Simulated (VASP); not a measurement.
Given:

```
Sm
1.0
    8.84450    -1.83171    -0.00863
    8.84450     1.83171    -0.00863
    8.46823     0.00000     3.14158
Sm
3
Direct
  0.00000   0.00000   0.00000
  0.22211   0.22211   0.22211
  0.77789   0.77789   0.77789
```

Calculation: PBE GGA, VASP's PBE PAW potentials (set 64) (plane waves; VASP). Run with 400 eV cut-off, Gaussian smearing of 0.050 eV, potentials Sm_3.

The 4f electrons are frozen in the core of the lanthanide potential, so 4f levels, which can set the real gap, and their magnetism are missing.

Question: Estimate the band gap (along the path) with the smallest direct gap where there is one.

Answer: 
```
Property                                                      Value
-------------------------  ----------------------------------------
band gap (along the path)  none (metal, semimetal or under 0.01 eV)
```

The compound is Sm in the sg166 structure. It was relaxed first.
